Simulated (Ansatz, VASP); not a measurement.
One calculation of Sr2AgH5, two programs

INCAR

```
SYSTEM = Sr2AgH5
PREC = Accurate
ENCUT = 520
EDIFF = 1E-7
ISMEAR = 0
SIGMA = 0.1
LREAL = .False.
LASPH = .True.
NELM = 60
ALGO = Normal
ISIF = 2
LWAVE = .False.
LCHARG = .True.
GGA = PE
LELF = .True.
LVHAR = .True.
NBANDS = 28
```

File KPOINTS:

```
Automatic mesh
0
Gamma
  4 4 4
  0 0 0
```

The input POSCAR:

```
Sr2AgH5
1.0
    0.0000000000      4.0627526000      4.0627526000
    4.0627526000      0.0000000000      4.0627526000
    4.0627526000      4.0627526000      0.0000000000
Sr Ag H
2 1 5
Direct
    0.7500000000      0.7500000000      0.7500000000
    0.0000000000      0.0000000000      0.0000000000
    0.5000000000      0.5000000000      0.5000000000
    0.3905512700      0.3905512700      0.3905512700
    0.3905512700      0.3905512700      0.8283462000
    0.3905512700      0.8283462000      0.3905512700
    0.8283462000      0.3905512700      0.3905512700
    0.2500000000      0.2500000000      0.2500000000
```

Input for Ansatz:

```yaml
crystal:
  lattice:
    - [0.0, 4.0627526, 4.0627526]
    - [4.0627526, 0.0, 4.0627526]
    - [4.0627526, 4.0627526, 0.0]
  atoms:
    - { symbol: Sr, position: [0.75, 0.75, 0.75] }
    - { symbol: Sr, position: [0.0, 0.0, 0.0] }
    - { symbol: Ag, position: [0.5, 0.5, 0.5] }
    - { symbol: H, position: [0.39055127, 0.39055127, 0.39055127] }
    - { symbol: H, position: [0.39055127, 0.39055127, 0.8283462] }
    - { symbol: H, position: [0.39055127, 0.8283462, 0.39055127] }
    - { symbol: H, position: [0.8283462, 0.39055127, 0.39055127] }
    - { symbol: H, position: [0.25, 0.25, 0.25] }
basis:
  ecutwfc: 420
kpoints:
  mp_grid: { grid: [4, 4, 4] }
hamiltonian:
  xc: pbe
scf:
  occupations: { method: gaussian, width: 0.1 }
  lower_state_search: "off"
output:
  forces: true
  stress: true
  eigenvalues: true
```

Alike in both runs: task single point; functional PBE; k mesh 4 × 4 × 4; occupations gaussian, width 0.1 eV; no spin polarisation.

|  | VASP | Ansatz |
| --- | --- | --- |
| version | VASP 6.6.1 | Ansatz 0.2.0 |
| potentials or method | VASP PAW PBE potentials, release 64 (Sr_sv, Ag, H) | scalar-relativistic, plane waves, PAW |
| plane-wave cutoff (eV) | 520 | 420 |
| valence electrons in the cell | 36 | 44 |

```csv
,VASP,Ansatz,Ansatz less VASP
gap on the k mesh at the Fermi level (eV),none,none,-
pressure (GPa),3.6,3.7,+0.07
rms of the force components (eV/Å),1.162,1.164,+0.0020
```

Atom by atom the forces differ by 0.002 eV/Å (rms over components). A gap of «none» marks a metal or a gap that the smearing closes. With one functional, cell and mesh, what is left measures potentials, basis and numerics. The two sets of potentials don't hold the same shells in valence.

Caveats: forces of over 1 eV/Å show positions far from the minimum, so gaps and moduli don't describe the material at rest.
